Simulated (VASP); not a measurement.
# Mg4C in VASP: notebook

Runs on Mg4C. Level: PBE. Tasks: single point.

Everything below comes from runs of VASP 6.6.1. Logs are shortened: lines on timing, memory, paths and dates and some standing lists are left out, and cuts for length are marked.

## Step 1: The cell of the first run

The cell holds a slab with vacuum, 5 atoms: a = 3.210 Å, b = 3.210 Å, c = 23.215 Å, α = 90.00°, β = 90.00°, γ = 120.00°.

## Step 2: Single point, PBE (C over (0/6, 3/6) of the surface cell, its height relaxed)

Contents of INCAR:

```
SYSTEM = Mg4C
ALGO     = Normal         ! electronic algorithm
DIPOL    = 0.5 0.5 0.383
EDIFF    = 1E-6           ! SCF threshold, eV
ENCUT    = 520            ! plane-wave cutoff, eV
GGA      = PE             ! functional
IDIPOL   = 3            
ISIF     = 2              ! what is computed and relaxed
ISMEAR   = 0              ! smearing method
LASPH    = .TRUE.         ! aspherical terms in the spheres
LCHARG   = .TRUE.         ! write CHGCAR
LDIPOL   = .TRUE.       
LELF     = .TRUE.         ! ELF
LREAL    = .FALSE.        ! projectors in reciprocal space
LVACPOTAV= .TRUE.       
LVHAR    = .TRUE.       
LWAVE    = .FALSE.        ! write WAVECAR
NBANDS   = 14             ! bands
NELM     = 100            ! most SCF steps
PREC     = Accurate       ! precision mode
SIGMA    = 0.1            ! smearing width, eV
```

Contents of KPOINTS:

```
k-points
0
G
  9 9 1
  0 0 0
```

Contents of POSCAR:

```
Mg4C
1.0
    3.2100692859      0.0000000000      0.0000000000
   -1.6050346429      2.7800015495      0.0000000000
    0.0000000000      0.0000000000     23.2147784313
Mg C
4 1
Direct
    0.6666666667      0.3333333333      0.1723040352
    0.3333333333      0.6666666666      0.2829644272
    0.6666666667      0.3333333333      0.3920793237
    0.3333333333      0.6666666666      0.5046258988
    0.3333333333      1.1666666666      0.5650322434
```

Potentials or basis: VASP PAW PBE potentials, release 64 (Mg, C).

Command:

```sh
$ cat potpaw_PBE.64/Mg/POTCAR potpaw_PBE.64/C/POTCAR > POTCAR
$ mpirun -np 1 vasp_std > vasp.out
```

OUTCAR:

```text
SYSTEM = Mg4C
   EDIFF = 1E-6
   ENCUT = 520
   GGA = PE
   ISIF = 2
   ISMEAR = 0
   LASPH = .TRUE.
   LREAL = .FALSE.
   NELM = 100
   PREC = Accurate

 ion  position               nearest neighbor table
   1  0.667  0.333  0.172-   2 3.17   2 3.17   2 3.17
   2  0.333  0.667  0.283-   3 3.14   3 3.14   3 3.14   1 3.17   1 3.17   1 3.17
   3  0.667  0.333  0.392-   2 3.14   2 3.14   2 3.14   4 3.20   4 3.20   4 3.20
   4  0.333  0.667  0.505-   5 2.13   5 2.13   3 3.20   3 3.20   3 3.20
   5  0.333  0.167  0.565-   4 2.13   4 2.13

  LATTYP: Found a hexagonal cell.
 ALAT       =     3.2100692859
 C/A-ratio  =     7.2318621075

  Lattice vectors:

 A1 = (   3.2100692859,   0.0000000000,   0.0000000000)
 A2 = (  -1.6050346429,   2.7800015495,   0.0000000000)
 A3 = (   0.0000000000,   0.0000000000,  23.2147784313)

Analysis of symmetry for initial positions (statically):
=====================================================================
 Subroutine PRICEL returns:
 Original cell was already a primitive cell.

 Routine SETGRP: Setting up the symmetry group for a
 hexagonal supercell.

 Subroutine GETGRP returns: Found  2 space group operations
 (whereof  2 operations were pure point group operations)
 out of a pool of 24 trial point group operations.

The static configuration has the point symmetry C_1h.

Analysis of symmetry for dynamics (positions and initial velocities):
=====================================================================
 Subroutine PRICEL returns:
 Original cell was already a primitive cell.

 Routine SETGRP: Setting up the symmetry group for a
 hexagonal supercell.

 Subroutine GETGRP returns: Found  2 space group operations
 (whereof  2 operations were pure point group operations)
 out of a pool of 24 trial point group operations.

The dynamic configuration has the point symmetry C_1h.

 Subroutine INISYM returns: Found  2 space group operations
 (whereof  2 operations are pure point group operations),
 and found     1 'primitive' translations

----------------------------------------------------------------------------------------

                                     Primitive cell

  volume of cell :     207.1686

  direct lattice vectors                    reciprocal lattice vectors
     3.210069286  0.000000000  0.000000000     0.311519756  0.179856015  0.000000000
    -1.605034643  2.780001550  0.000000000     0.000000000  0.359712030  0.000000000
     0.000000000  0.000000000 23.214778431     0.000000000  0.000000000  0.043076009

  length of vectors
     3.210069286  3.210069286 23.214778431     0.359712030  0.359712030  0.043076009

  position of ions in fractional coordinates (direct lattice)
     0.666666667  0.333333333  0.172304035
     0.333333333  0.666666667  0.282964427
     0.666666667  0.333333333  0.392079324
     0.333333333  0.666666667  0.504625899
     0.333333333  0.166666667  0.565032243

  ion indices of the primitive-cell ions
   primitive index   ion index
                 1           1
                 2           2
                 3           3
                 4           4
                 5           5

----------------------------------------------------------------------------------------

 KPOINTS: k-points

Automatic generation of k-mesh.
 Grid dimensions read from file:
 generate k-points for:    9    9    1

 Generating k-lattice:

  Cartesian coordinates                     Fractional coordinates (reciprocal lattice)
     0.034613306  0.019984002  0.000000000     0.111111111  0.000000000  0.000000000
     0.000000000  0.039968003  0.000000000     0.000000000  0.111111111  0.000000000
     0.000000000  0.000000000  0.043076009     0.000000000  0.000000000  1.000000000

  Length of vectors
     0.039968003  0.039968003  0.043076009

  Shift w.r.t. Gamma in fractional coordinates (k-lattice)
     0.000000000  0.000000000  0.000000000

 Subroutine IBZKPT returns following result:
 ===========================================

 Found     25 irreducible k-points:

 Following reciprocal coordinates:
            Coordinates               Weight
  0.000000  0.000000  0.000000      1.000000
  0.111111  0.000000  0.000000      2.000000
  0.000000  0.111111  0.000000      4.000000
  0.222222 -0.000000  0.000000      2.000000
  0.000000  0.222222  0.000000      4.000000
  0.333333  0.000000  0.000000      2.000000
[... 16 lines left out ...]
 -0.222222 -0.444444  0.000000      4.000000
  0.444444  0.333333  0.000000      4.000000
   k-points           NKPTS =     25   k-points in BZ     NKDIM =     25   number of bands    NBANDS=     14
   number of dos      NEDOS =    301   number of ions     NIONS =      5
   total plane-waves  NPLWV = 103680
   dimension x,y,z NGX =    24 NGY =   24 NGZ =  180
   dimension x,y,z NGXF=    48 NGYF=   48 NGZF=  360
   ions per type =               4   1
   NGX,Y,Z   is equivalent  to a cutoff of  12.43, 12.43, 12.89 a.u.
   NGXF,Y,Z  is equivalent  to a cutoff of  24.86, 24.86, 25.78 a.u.
 SYSTEM =  Mg4C
   PREC   = accura    normal or accurate (medium, high low for compatibility)
   ISTART =      0    job   : 0-new  1-cont  2-samecut
   ICHARG =      2    charge: 1-file 2-atom 10-const
   ISPIN  =      1    spin polarized calculation?
   LNONCOLLINEAR =      F non collinear calculations
   LSORBIT =      F    spin-orbit coupling
   LASPH  =      T    aspherical Exc in radial PAW
   ENCUT  =  520.0 eV  38.22 Ry    6.18 a.u.   5.97  5.97 43.16*2*pi/ulx,y,z
   NELM   =    100;   NELMIN=  2; NELMDL= -5     # of ELM steps
   EDIFF  = 0.1E-05   stopping-criterion for ELM
   LREAL  =      F    real-space projection
   EDIFFG = 0.1E-04   stopping-criterion for IOM
   NSW    =      0    number of steps for IOM
   IBRION =     -1    ionic relax: 0-MD 1-quasi-New 2-CG
   NFREE  =      0    steps in history (QN), initial steepest desc. (CG)
   ISIF   =      2    stress and relaxation
   ISYM   =      2    0-nonsym 1-usesym 2-fastsym
   POTIM  = 0.5000    time-step for ionic-motion
   TEBEG  =    0.0;   TEEND  =   0.0 temperature during run
   PSTRESS=    0.0 pullay stress
   NELECT =      12.0000    total number of electrons
   NUPDOWN=      -1.0000    fix difference up-down
   EMIN   =  10.00;   EMAX   =-10.00  energy-range for DOS
   EFERMI =   0.00;   METHOD = LEGACY
   ISMEAR =     0;   SIGMA  =   0.10  broadening in eV -4-tet -1-fermi 0-gaus
   EFERMI_NEDOS =   21; number of points for ismear=-14 and -15
   IALGO  =     38    algorithm
   IMIX   =      4    mixing-type and parameters
     AMIX     =   0.40;   BMIX     =  1.00
     AMIX_MAG =   1.60;   BMIX_MAG =  1.00
  volume/ion in A,a.u.               =      41.43       279.61
  Fermi-wavevector in a.u.,A,eV,Ry     =   0.633423  1.196996  5.458996  0.401225
  Thomas-Fermi vector in A             =   1.697074
   LORBIT       =      0    0 simple, 1 ext, 2 COOP (PROOUT), +10 PAW based schemes
   GGA     = PE    functional components
   LHFCALC =     F    Hartree Fock is set to
   AEXX    =    0.0000 exact exchange contribution
   IVDW    =     0    specifies the selected vdW correction
   LEPSILON=     F    determine dielectric tensor
   LRPA    =     F    only Hartree local field effects (RPA)
 non-spin polarized calculation
 Gauss-broadening in eV      SIGMA  =   0.10
  energy-cutoff  :      520.00
  volume of cell :      207.17
 maximum number of plane-waves:      5628
   NGX = 11   NGY = 11   NGZ = 87

 number of electron      12.0000000 magnetization

 dipolmoment           0.000000      0.000000      0.161292 electrons x Angstroem

 Free energy of the ion-electron system (eV)
  ---------------------------------------------------
  ext. energy  EPLUGINS =         0.00000000
  ---------------------------------------------------
  free energy    TOTEN  =        -9.72033542 eV

  energy without entropy =       -9.69721984  energy(sigma->0) =       -9.70877763

 E-fermi :  -1.6134     XC(G=0):  -4.9220

 val. band max:       -1.6298657333   @ k =  -0.4444   0.3333   0.0000
 cond. band min:      -1.5952224410   @ k =   0.2222  -0.0000   0.0000
 fundamental gap:      0.0346432924
 Fermi energy:        -1.6133546845

 k-point     1 :       0.0000    0.0000    0.0000
  band No.  band energies     occupation
      1     -11.6230      2.00000
      2      -8.1188      2.00000
      3      -7.0675      2.00000
      4      -5.5121      2.00000
      5      -3.6890      2.00000
      6      -2.1848      2.00000
      7      -0.1936      0.00000
      8      -0.0747      0.00000
      9       0.5119      0.00000
     10       1.7107      0.00000
     11       3.0110      0.00000
     12       4.5627      0.00000
     13       5.1520      0.00000
     14       6.2866      0.00000

 k-point     2 :       0.1111    0.0000    0.0000
  band No.  band energies     occupation
      1     -11.4787      2.00000
      2      -7.8799      2.00000
      3      -6.8340      2.00000
      4      -5.2896      2.00000
      5      -3.4838      2.00000
      6      -2.0124      2.00000
      7      -0.3005      0.00000
      8      -0.2331      0.00000
      9       0.2295      0.00000
     10       1.9478      0.00000
     11       3.2425      0.00000
     12       4.7901      0.00000
     13       5.3777      0.00000
     14       6.3159      0.00000
[... 343 lines left out ...]
      1      -9.8656      2.00000
      2      -3.9117      2.00000
      3      -3.5866      2.00000
      4      -2.7038      2.00000
      5      -2.0950      2.00000
      6      -1.8299      1.99780
      7      -1.6617      1.50541
      8      -0.6412      0.00000
      9      -0.3886      0.00000
     10       0.4150      0.00000
     11       0.9664      0.00000
     12       1.3672      0.00000
     13       1.7351      0.00000
     14       2.9213      0.00000

 k-point    24 :       0.4444    0.3333    0.0000
  band No.  band energies     occupation
      1      -9.8703      2.00000
      2      -3.8695      2.00000
      3      -3.5642      2.00000
      4      -2.7414      2.00000
      5      -2.1537      2.00000
      6      -1.7786      1.98059
      7      -1.6723      1.59517
      8      -0.6300      0.00000
      9      -0.4010      0.00000
     10       0.3528      0.00000
     11       0.9459      0.00000
     12       1.5119      0.00000
     13       1.6526      0.00000
     14       2.9194      0.00000

 [... further k-points ...]

------------------------ aborting loop because EDIFF is reached ----------------------------------------

  FORCE on cell =-STRESS in cart. coord.  units (eV):
  Direction    XX          YY          ZZ          XY          YZ          ZX
  --------------------------------------------------------------------------------------
  -------------------------------------------------------------------------------------
  Total       -2.0137908     -0.5075647      0.4937596     -1.3044301      0.1524585      0.2640660
  in kB      -15.5740279     -3.9253463      3.8185824    -10.0880542      1.1790665      2.0422038
  external PRESSURE =      -5.2269306 kB  Pullay stress =       0.0000000 kB

 VOLUME and BASIS-vectors are now :
 -----------------------------------------------------------------------------
  energy-cutoff  :      520.00
  volume of cell :      207.17
      direct lattice vectors                 reciprocal lattice vectors
     3.210069286  0.000000000  0.000000000     0.311519756  0.179856015  0.000000000
    -1.605034643  2.780001550  0.000000000     0.000000000  0.359712030  0.000000000
     0.000000000  0.000000000 23.214778431     0.000000000  0.000000000  0.043076009

 POSITION                                       TOTAL-FORCE (eV/Angst)
 -----------------------------------------------------------------------------------
      1.60503      0.92667      4.00000        -0.010133     -0.005850     -0.052196
      0.00000      1.85333      6.56896         0.004378      0.002528     -0.007418
      1.60503      0.92667      9.10203        -0.049340     -0.028486     -0.014431
      0.00000      1.85333     11.71478        -0.002303     -0.001330      0.067076
      0.80252      0.46333     13.11710         0.057398      0.033139      0.006969
 -----------------------------------------------------------------------------------
    total drift:                               -0.000354     -0.000204      0.000050

  FREE ENERGIE OF THE ION-ELECTRON SYSTEM (eV)
  ---------------------------------------------------
  free  energy   TOTEN  =        -9.7203354242 eV

  energy  without entropy=       -9.6972198354  energy(sigma->0) =       -9.70877763

 vacuum level on the upper side and lower side of the slab         5.417         2.148
```

Wall time 76 s (1 thread of AMD EPYC 9R45 (Zen 5), shared host); peak memory 0.31 GiB.

Results:

| Item | Value |
| --- | --- |
| Free energy | -9.7203 eV |
| Largest force | 0.067 eV/Å |
| Band gap on the k mesh | none (metal or under the smearing width) |
| Work function of the upper face | 7.03 eV |
| Work function of the lower face | 3.76 eV |

Forces on the atoms (eV/Å):
```
Mg  -0.010 -0.006 -0.052
Mg   0.004  0.003 -0.007
Mg  -0.049 -0.028 -0.014
Mg  -0.002 -0.001  0.067
C    0.057  0.033  0.007
```

Levels at points of the mesh, in eV from the Fermi level:
```
           k point  band 3  band 4  band 5  band 6  band 7  band 8  band 9  band 10
(0.00, 0.00, 0.00)   -5.45   -3.90   -2.08   -0.57    1.42    1.54    2.13     3.32
```

## Step 3: Single point, PBE (C over (0/6, 1/6) of the surface cell, its height relaxed)

Contents of INCAR:

```
PREC = Accurate
ENCUT = 520
EDIFF = 1E-6
ISMEAR = 0
SIGMA = 0.1
LREAL = False
LASPH = True
NELM = 100
ALGO = Fast
ISIF = 2
LWAVE = False
LCHARG = False
LDIPOL = True
IDIPOL = 3
DIPOL = 0.5 0.5 0.389
GGA = PE
NBANDS = 14
```

Contents of KPOINTS:

```
regular mesh
0
Gamma
  9 9 1
```

Contents of POSCAR:

```
Mg4C
1.0
    3.2100692859      0.0000000000      0.0000000000
   -1.6050346429      2.7800015495      0.0000000000
    0.0000000000      0.0000000000     23.2147784313
Mg C
4 1
Direct
    0.6666666667      0.3333333333      0.1723040352
    0.3333333333      0.6666666667      0.2829644272
    0.6666666667      0.3333333333      0.3920793237
    0.3333333333      0.6666666667      0.5046258988
    0.3333333333      0.8333333333      0.5936605940
```

Potentials or basis: VASP PAW PBE potentials, release 64 (Mg, C).

Command:

```sh
$ cat potpaw_PBE.64/Mg/POTCAR potpaw_PBE.64/C/POTCAR > POTCAR
$ mpirun -np 1 vasp_std > vasp.out
```

OUTCAR:

```text
PREC = Accurate
   ENCUT = 520
   EDIFF = 1E-6
   ISMEAR = 0
   LREAL = False
   LASPH = True
   NELM = 100
   ISIF = 2
   GGA = PE

 ion  position               nearest neighbor table
   1  0.667  0.333  0.172-   2 3.17   2 3.17   2 3.17
   2  0.333  0.667  0.283-   3 3.14   3 3.14   3 3.14   1 3.17   1 3.17   1 3.17
   3  0.667  0.333  0.392-   2 3.14   2 3.14   2 3.14   4 3.20   4 3.20   4 3.20
   4  0.333  0.667  0.505-   5 2.14   3 3.20   3 3.20   3 3.20
   5  0.333  0.833  0.594-   4 2.14

  LATTYP: Found a hexagonal cell.
 ALAT       =     3.2100692859
[... 616 lines left out ...]
  -------------------------------------------------------------------------------------
  Total       -2.4846738     -2.3729752      0.3149640      0.0120963      0.9856317     -0.5472489
  in kB      -19.2156895    -18.3518476      2.4358333      0.0935488      7.6225673     -4.2322520
  external PRESSURE =     -11.7105679 kB  Pullay stress =       0.0000000 kB

 VOLUME and BASIS-vectors are now :
 -----------------------------------------------------------------------------
  energy-cutoff  :      520.00
  volume of cell :      207.17
      direct lattice vectors                 reciprocal lattice vectors
     3.210069286  0.000000000  0.000000000     0.311519756  0.179856015  0.000000000
    -1.605034643  2.780001550  0.000000000     0.000000000  0.359712030  0.000000000
     0.000000000  0.000000000 23.214778431     0.000000000  0.000000000  0.043076009

 POSITION                                       TOTAL-FORCE (eV/Angst)
 -----------------------------------------------------------------------------------
      1.60503      0.92667      4.00000         0.001289     -0.000750     -0.052946
     -0.00000      1.85333      6.56896         0.008681     -0.008090      0.008860
      1.60503      0.92667      9.10203        -0.003021     -0.015665      0.024353
     -0.00000      1.85333     11.71478         0.235309     -0.410072      0.014117
     -0.26751      2.31667     13.78170        -0.242258      0.434577      0.005616
 -----------------------------------------------------------------------------------
    total drift:                                0.000004     -0.000231     -0.000061

  FREE ENERGIE OF THE ION-ELECTRON SYSTEM (eV)
  ---------------------------------------------------
  free  energy   TOTEN  =        -8.7546390457 eV

  energy  without entropy=       -8.7368196994  energy(sigma->0) =       -8.74572937

 vacuum level on the upper side and lower side of the slab         5.469         2.004
```

OSZICAR:

```text
N       E                     dE             d eps       ncg     rms          rms(c)
DAV:   1     0.274504946207E+02    0.27450E+02   -0.35759E+03  1148   0.592E+02
DAV:   2    -0.509778100279E+01   -0.32548E+02   -0.30319E+02  1624   0.848E+01
DAV:   3    -0.102780798230E+02   -0.51803E+01   -0.48489E+01  1600   0.273E+01
[... 16 lines left out ...]
RMM:  20    -0.875461620239E+01    0.51662E-05   -0.57148E-06  1321   0.105E-02    0.584E-03
RMM:  21    -0.875463122034E+01   -0.15018E-04   -0.37052E-06  1339   0.838E-03    0.250E-03
RMM:  22    -0.875463750174E+01   -0.62814E-05   -0.11735E-06  1130   0.457E-03    0.184E-03
RMM:  23    -0.875463851851E+01   -0.10168E-05   -0.26606E-07   965   0.220E-03    0.997E-04
RMM:  24    -0.875463904568E+01   -0.52717E-06   -0.84538E-08   819   0.146E-03
   1 F= -.87546390E+01 E0= -.87457294E+01  d E =-.178193E-01
```

stdout:

```text
POSCAR found type information on POSCAR MgC
 POSCAR found :  2 types and       5 ions
 scaLAPACK will be used
 LDA part: xc-table for (Slater+PW92), standard interpolation
 POSCAR, INCAR and KPOINTS ok, starting setup
 FFT: planning ... GRIDC
 FFT: planning ... GRID_SOFT
 FFT: planning ... GRID
 WAVECAR not read
 entering main loop
```

Run time: 1.9 min. Hardware: 1 thread of AMD EPYC 9R45 (Zen 5), shared host; peak memory 0.34 GiB.

Results:

```
Free energy            : -8.7546 eV
Largest force          : 0.498 eV/Å
Band gap on the k mesh : none (metal or under the smearing width)
```

Forces on the atoms (eV/Å):
```
Mg   0.001 -0.001 -0.053
Mg   0.009 -0.008  0.009
Mg  -0.003 -0.016  0.024
Mg   0.235 -0.410  0.014
C   -0.242  0.435  0.006
```
